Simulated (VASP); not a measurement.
```xyz
4
Lattice="2.9484 -2.9484 0.0026 2.9484 2.9484 0.0026 -2.0544 0.0000 22.1114" Properties=species:S:1:pos:R:3 pbc="T T T"
Pb     2.3684    -0.0496    20.7196
Pb     1.4741    -0.0496     1.3970
S     -0.5821    -0.0701    20.8422
S      4.4246    -0.0701     1.2745
```

Level of theory: PBEsol GGA, VASP's PBE PAW potentials (set 64) (plane waves; VASP). Numerical set-up: 400 eV cut-off, 6×6×2 Γ-centred mesh, tetrahedra with Blöchl corrections, potentials Pb_d S.

The cell holds a wide vacuum, so values per volume refer to the whole cell. The cores are frozen, which limits the accuracy of field gradients.

Q: Give the principal components of the electric field gradient (V/Å²) and the asymmetry η at each nucleus.

A: 
| atom | Vxx | Vyy | Vzz | η |
|---|---|---|---|---|
| Pb1 | 97.0 | 95.6 | -192.6 | 0.01 |
| Pb2 | 97.0 | 95.6 | -192.6 | 0.01 |
| S3 | 2.5 | 2.3 | -4.9 | 0.04 |
| S4 | 2.5 | 2.3 | -4.9 | 0.04 |

The cell is a sheet with vacuum, built from a database entry that may be metastable or hypothetical.
